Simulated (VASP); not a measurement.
Here is a VASP 6.6.1 calculation.

INCAR

```
PREC = Accurate ; ENCUT = 520
EDIFF = 1E-6 ; ISMEAR = 0
SIGMA = 0.1 ; LREAL = False
LASPH = True ; NELM = 100
ALGO = Fast ; ISIF = 2
LWAVE = False ; LCHARG = False
GGA = PE ; NBANDS = 31
```

The input KPOINTS:

```
Automatic mesh
0
Gamma
  8 8 8
```

File POSCAR:

```
Li4Os
1.0
    7.2149363324      0.0000000000      0.0000000000
    0.0000000000      7.2149363324      0.0000000000
    0.0000000000      0.0000000000      2.5092612844
Li Os
8 2
Direct
    0.6546555351      0.8453444649      0.2955711715
    0.8453444649      0.3453444649      0.2955711715
    0.1546555351      0.3453444649      0.7044288285
    0.8453444649      0.6546555351      0.7044288285
    0.6546555351      0.1546555351      0.7044288285
    0.3453444649      0.8453444649      0.7044288285
    0.3453444649      0.1546555351      0.2955711715
    0.1546555351      0.6546555351      0.2955711715
    0.5000000000      0.5000000000      0.0000000000
    0.0000000000      0.0000000000      0.0000000000
```

Potentials or basis: VASP PAW PBE potentials, release 64 (Li_sv, Os).

Command:

```console
$ cat potpaw_PBE.64/Li_sv/POTCAR potpaw_PBE.64/Os/POTCAR > POTCAR
$ mpirun -np 1 vasp_std > vasp.out
```

(1) Predict the band gap on the k mesh.

(2) What does it give for the largest force?

Answers

(1) none (metal or under the smearing width).

(2) 0.003 eV/Å.
